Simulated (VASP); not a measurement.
```xyz
5
Lattice="3.9605 0.0000 0.0000 0.0000 3.9605 0.0000 0.0000 0.0000 3.9605" Properties=species:S:1:pos:R:3 pbc="T T T"
K      0.0000     0.0000     0.0000
Ta     1.9803     1.9803     1.9803
O      1.9803     0.0000     1.9803
O      0.0000     1.9803     1.9803
O      1.9803     1.9803     0.0000
```

The numbers are results of LDA (Ceperley-Alder, Perdew-Zunger), VASP's LDA PAW potentials (set 64) (plane waves; VASP), not measurements. Settings: 520 eV cut-off, 6×6×6 Γ-centred mesh, tetrahedra with Blöchl corrections, potentials K_sv Ta_pv O.

Unless said otherwise, spin-orbit coupling is left out, though it shifts the bands of the heavy elements here.

**Question.** What does the run give for the energy per atom (σ→0), band gap (on the k-mesh) with the smallest direct gap where there is one?

**Answer.** 
The band gap (on the k-mesh) is 2.06 eV and the smallest direct gap (on the k-mesh) is 2.68 eV. The energy per atom (σ→0) is -9.012 eV/atom.

Total energies compare only between runs with the same potentials, cut-off and functional.

The compound is KTaO3 in the cubic perovskite structure. It was relaxed first.
